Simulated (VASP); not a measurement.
All values below come from PBE GGA, VASP's PBE PAW potentials (set 64) (plane waves; VASP).

The input files of a VASP run:

**INCAR**
```
SYSTEM = CaO
PREC = Accurate; ENCUT = 520; LREAL = .FALSE.
LASPH = .TRUE.
EDIFF = 1E-8; NELM = 100; ALGO = Normal
ISMEAR = 0; SIGMA = 0.01
GGA = PE
IBRION = 8; NSW = 1
LWAVE = .FALSE.; LCHARG = .FALSE.
LEPSILON = .TRUE.
```

**KPOINTS**
```
Automatic mesh
0
Gamma
9 9 9
0 0 0
```

File POSCAR:
```
CaO
1
    0.0000000000     2.4195481198     2.4195481198
    2.4195481198    -0.0000000000     2.4195481198
    2.4195481198     2.4195481198    -0.0000000000
Ca O
1 1
Direct
  0.0000000000   0.0000000000   0.0000000000
  0.5000000000   0.5000000000   0.5000000000
```

POTCAR, in this order: Ca_sv O (PBE.64 set). Program: vasp_std.

What VASP printed:

**OUTCAR**
```


 HEAD OF MICROSCOPIC STATIC DIELECTRIC TENSOR (INDEPENDENT PARTICLE, excluding Hartree and local field effects)
 ------------------------------------------------------
           3.909857     0.000000    -0.000000
           0.000000     3.909857     0.000000
           0.000000     0.000000     3.909857
 ------------------------------------------------------

 MACROSCOPIC STATIC DIELECTRIC TENSOR (including local field effects in DFT)
 ------------------------------------------------------
           3.783019    -0.000000    -0.000000
          -0.000000     3.783019     0.000000
          -0.000000     0.000000     3.783019
 ------------------------------------------------------

 PIEZOELECTRIC TENSOR (including local field effects)  for field in x, y, z        (e  Angst)
          XX          YY          ZZ          XY          YZ          ZX
  --------------------------------------------------------------------------------
  x     0.00000     0.00000     0.00000     0.00000     0.00000     0.00000
  y     0.00000     0.00000     0.00000     0.00000     0.00000     0.00000
  z     0.00000     0.00000     0.00000     0.00000     0.00000     0.00000

 PIEZOELECTRIC TENSOR (including local field effects)  for field in x, y, z        (C/m^2)
          XX          YY          ZZ          XY          YZ          ZX
  --------------------------------------------------------------------------------
  x     0.00000     0.00000     0.00000     0.00000     0.00000     0.00000
  y     0.00000     0.00000     0.00000     0.00000     0.00000     0.00000
  z     0.00000     0.00000     0.00000     0.00000     0.00000     0.00000

 BORN EFFECTIVE CHARGES (including local field effects) (in |e|, cummulative output)
 ---------------------------------------------------------------------------------
 ion    1
    1     2.35049    -0.00000     0.00000
    2     0.00000     2.35049     0.00000
    3     0.00000     0.00000     2.35049
 ion    2
    1    -2.35049     0.00000     0.00000
    2    -0.00000    -2.35049     0.00000
    3     0.00000     0.00000    -2.35049

   1 f  =    7.754266 THz    48.721493 2PiTHz  258.654486 cm-1    32.069055 meV

   2 f  =    7.754266 THz    48.721493 2PiTHz  258.654486 cm-1    32.069055 meV

   3 f  =    7.754266 THz    48.721493 2PiTHz  258.654486 cm-1    32.069055 meV

   4 f/i=    0.020312 THz     0.127623 2PiTHz    0.677531 cm-1     0.084003 meV

   5 f/i=    0.020312 THz     0.127623 2PiTHz    0.677531 cm-1     0.084003 meV

   6 f/i=    0.020312 THz     0.127623 2PiTHz    0.677531 cm-1     0.084003 meV

 MACROSCOPIC STATIC DIELECTRIC TENSOR IONIC CONTRIBUTION
 ------------------------------------------------------
          12.512761     0.000000     0.000000
           0.000000    12.512761     0.000000
           0.000000    -0.000000    12.512761
 ------------------------------------------------------

 ELASTIC MODULI CONTR FROM IONIC RELAXATION (kBar)
 Direction    XX          YY          ZZ          XY          YZ          ZX
 --------------------------------------------------------------------------------
 XX           0.0000      0.0000      0.0000      0.0000      0.0000      0.0000
 YY           0.0000      0.0000      0.0000      0.0000      0.0000      0.0000
 ZZ           0.0000      0.0000      0.0000      0.0000      0.0000      0.0000
 XY           0.0000      0.0000      0.0000      0.0000      0.0000      0.0000
 YZ           0.0000      0.0000      0.0000      0.0000      0.0000      0.0000
 ZX           0.0000      0.0000      0.0000      0.0000      0.0000      0.0000
 --------------------------------------------------------------------------------

 PIEZOELECTRIC TENSOR IONIC CONTR  for field in x, y, z        (C/m^2)
          XX          YY          ZZ          XY          YZ          ZX
  --------------------------------------------------------------------------------
  x     0.00000     0.00000     0.00000     0.00000     0.00000     0.00000
  y     0.00000     0.00000     0.00000     0.00000     0.00000     0.00000
  z     0.00000     0.00000     0.00000     0.00000     0.00000     0.00000
```
(Selected blocks of OUTCAR.)

The compound is CaO in the rock salt structure. It was relaxed first.
